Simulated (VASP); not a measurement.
Given:

```
TiN
1.0
    0.00000     2.12291     2.12291
    2.12291     0.00000     2.12291
    2.12291     2.12291     0.00000
Ti N
1 1
Direct
  0.00000   0.00000   0.00000
  0.50000   0.50000   0.50000
```

Calculation: optB88-vdW, VASP's PBE PAW potentials (set 64) (plane waves; VASP). Numerical set-up: 520 eV cut-off, Gaussian smearing of 0.050 eV, potentials Ti_sv N.

Problem. What does the run give for the band gap (along the path) with the smallest direct gap where there is one?

Solution. 
```yaml
band gap (along the path): none (metal, semimetal or under 0.01 eV)
```

The absolute energy has meaning only against runs of the same code, potentials and settings.

The compound is TiN in the rock salt structure. It was relaxed first. The electron count is odd and the run is not spin-polarised, which forces a metal.
